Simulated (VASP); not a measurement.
CsTaS2:

```
Cs Ta S
1.0
     3.54238    0.00000    0.00000
    -1.77119    3.06779    0.00000
     0.00000    0.00000    8.26848
Cs Ta S
1 1 2
Cartesian
  0.0000 0.0000 4.1342
  0.0000 2.0452 0.0000
  1.7712 1.0226 1.5030
  1.7712 1.0226 6.7655
```

The cell was built by a generator and needn't be a form met in nature.

```yaml
Program: VASP 6.6.1
Task: relaxation of cell and atoms
Functional: PBE
Dispersion: D4
Potentials_or_basis: VASP PAW PBE potentials, release 64 (Cs_sv, Ta_pv, S)
Cutoff: 600 eV
k_mesh: 7 × 7 × 3
Occupations: fermi-dirac, width 0.05 eV
Spin: no spin polarisation
```

At the start: pressure -1.8 GPa; volume 22.46 Å³/atom.

Problem. Where does the relaxation end?

Solution. Over 9 steps the energy falls by 2.8 meV/atom and the volume is 21.98 Å³/atom (-2.2 %); space group P-6m2 (No. 187, to 0.05 Å).

Step by step:
| step | energy change (eV) | largest force (eV/Å) | pressure (GPa) | volume (Å³) |
| --- | --- | --- | --- | --- |
| 1 | 0.0000 | 0.0846 | -1.81 | 89.86 |
| 2 | -0.0009 | 0.3209 | 1.81 | 86.60 |
| 3 | -0.0100 | 0.1181 | -0.02 | 88.16 |
| 4 | -0.0111 | 0.0356 | -0.02 | 87.97 |
| 5 | -0.0111 | 0.0208 | -0.02 | 87.94 |
| 6 | -0.0111 | 0.0150 | -0.01 | 87.92 |
| 7 | -0.0111 | 0.0172 | 0.00 | 87.93 |
| 8 | -0.0112 | 0.0044 | -0.04 | 87.92 |
| 9 | -0.0112 | 0.0044 | -0.05 | 87.92 |

Final structure:
```
CELL_PARAMETERS angstrom
3.51264 0.00000 0.00000
-1.75632 3.04203 0.00000
0.00000 0.00000 8.22760
ATOMIC_POSITIONS crystal
Cs 0.00000 0.00000 0.50000
Ta 0.33333 0.66667 0.00000
S 0.66667 0.33333 0.18249
S 0.66667 0.33333 0.81751
```
